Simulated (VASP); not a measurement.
A run of VASP 6.6.1 is set up as follows.

Contents of INCAR:

```
SYSTEM = SrMg
  ALGO = Normal
  DIPOL = 0.5 0.5 0.500
  EDIFF = 1E-6
  ENCUT = 520
  GGA = CA
  IDIPOL = 3
  ISIF = 2
  ISMEAR = 0
  LASPH = .TRUE.
  LCHARG = .FALSE.
  LDIPOL = .TRUE.
  LREAL = .FALSE.
  LWAVE = .FALSE.
  NBANDS = 20
  NELM = 100
  PREC = Accurate
  SIGMA = 0.15
```

File KPOINTS:

```
k-points
0
G
  4 4 1
  0 0 0
```

The input POSCAR:

```
SrMg
1.0
    4.1903181100      0.0000000000      0.0000000000
    0.0000000000      4.1903181100      0.0000000000
    0.0000000000      0.0000000000     20.2854771650
Sr Mg
2 2
Direct
    0.5000000000      0.5000000000      0.4510142848
    0.5000000000      0.5000000000      0.6436896446
    0.0000000000      0.0000000000      0.3546653951
    0.0000000000      0.0000000000      0.5506306755
```

Potentials or basis: VASP PAW LDA potentials, release 64 (Sr_sv, Mg).

The run is started by

```console
$ cat potpaw_LDA.64/Sr_sv/POTCAR potpaw_LDA.64/Mg/POTCAR > POTCAR
$ mpirun -np 1 vasp_std > vasp.out
```

**Question.** Predict the band gap on the k mesh.

**Answer.** None (metal or under the smearing width).

**Question.** What does it give for the largest force?

**Answer.** 0.025 eV/Å.

Forces in eV/Å, atoms in the order of the input:
```
Sr   0.000  0.000 -0.006
Sr   0.000  0.000 -0.004
Mg   0.000  0.000  0.025
Mg   0.000  0.000 -0.014
```

Caveat: the k mesh is coarse (spacing up to 0.37 Å⁻¹), so the values aren't converged.
